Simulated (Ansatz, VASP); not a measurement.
**Two plane-wave programs on RbSi2**

Contents of INCAR:

```
SYSTEM = RbSi2
  PREC = Accurate
  ENCUT = 520
  EDIFF = 1E-6
  ISMEAR = 0
  SIGMA = 0.1
  LREAL = .FALSE.
  LASPH = .TRUE.
  NELM = 80
  ALGO = Normal
  ISIF = 2
  LWAVE = .FALSE.
  LCHARG = .FALSE.
  GGA = PE
  NBANDS = 16
```

The input KPOINTS:

```
Automatic mesh
0
G
  4 4 4
  0 0 0
```

The input POSCAR:

```
RbSi2
1.0
    4.6289340500      0.0000000000      0.0000000000
    0.0000000000      4.6289340500      0.0000000000
    0.0000000000      0.0000000000      4.0448286600
Rb Si
1 2
Direct
    0.0000000000      0.0000000000      0.0000000000
    0.0000000000      0.5000000000      0.0000000000
    0.5000000000      0.0000000000      0.0000000000
```

Input for Ansatz:

```yaml
crystal:
  lattice:
    - [4.62893405, 0.0, 0.0]
    - [0.0, 4.62893405, 0.0]
    - [0.0, 0.0, 4.04482866]
  atoms:
    - { symbol: Rb, position: [0.0, 0.0, 0.0] }
    - { symbol: Si, position: [0.0, 0.5, 0.0] }
    - { symbol: Si, position: [0.5, 0.0, 0.0] }
basis:
  ecutwfc: 420
kpoints:
  mp_grid: { grid: [4, 4, 4] }
hamiltonian:
  xc: pbe
scf:
  occupations: { method: gaussian, width: 0.1 }
  lower_state_search: "off"
output:
  forces: true
  stress: true
  eigenvalues: true
```

Change from the starting cell: species swapped into the CuI2 type (P4/mmm, No. 123).

Alike in both runs: task single point; functional PBE; k mesh 4 × 4 × 4; occupations gaussian, width 0.1 eV; no spin polarisation.

|  | VASP | Ansatz |
| --- | --- | --- |
| version | VASP 6.6.1 | Ansatz 0.2.0 |
| potentials or method | VASP PAW PBE potentials, release 64 (Rb_sv, Si) | scalar-relativistic, plane waves, PAW |
| plane-wave cutoff (eV) | 520 | 420 |
| valence electrons in the cell | 17 | 17 |

Ansatz gave:

- gap on the k mesh at the Fermi level (eV): none
- pressure (GPa): 19.9
- largest component of the traceless stress (GPa): 25.20

**Question.** Estimate VASP's values.

**Answer.** gap on the k mesh at the Fermi level (eV): none; pressure (GPa): 20.1; largest component of the traceless stress (GPa): 25.40.

A gap of «none» marks a metal or a gap that the smearing closes. The functional is the same, so the differences come from potentials, cutoffs and numerics.

Caveats: the k mesh is coarse (spacing up to 0.39 Å⁻¹), so the values aren't converged; so large a pressure means that the cell lies far from this level's equilibrium, or that cutoff or potentials fall short (VASP).
